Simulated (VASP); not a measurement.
Here is the system:

```xyz
2
Lattice="3.3150 0.0000 0.0000 0.0000 3.3150 0.0000 0.0000 0.0000 3.3150" Properties=species:S:1:pos:R:3 pbc="T T T"
In     1.6575     1.6575     1.6575
Pd     0.0000     0.0000     0.0000
```

The numbers are results of optB88-vdW, VASP's PBE PAW potentials (set 64) (plane waves; VASP), not measurements. Settings: 400 eV cut-off, 10×10×10 Γ-centred mesh, first-order Methfessel-Paxton smearing of 0.10 eV, potentials In_d Pd.

Unless said otherwise, spin-orbit coupling is left out, though it shifts the bands of the heavy elements here.

Estimate the energy per atom (σ→0), band gap (on the k-mesh) with the smallest direct gap where there is one.

- band gap (on the k-mesh): none (metal, semimetal or under 0.01 eV)
- energy per atom (σ→0): -1.243 eV/atom

The absolute energy has meaning only against runs of the same code, potentials and settings.

The compound is PdIn in the CsCl type structure. The cell was not relaxed at this level. The run is one of a series of settings (AGGAC = 0.0, GGA = BO, LUSE_VDW = .TRUE., PARAM1 = 0.1833333333, PARAM2 = 0.22 against the base run), some of them coarse on purpose. The electron count is odd and the run is not spin-polarised, which forces a metal.
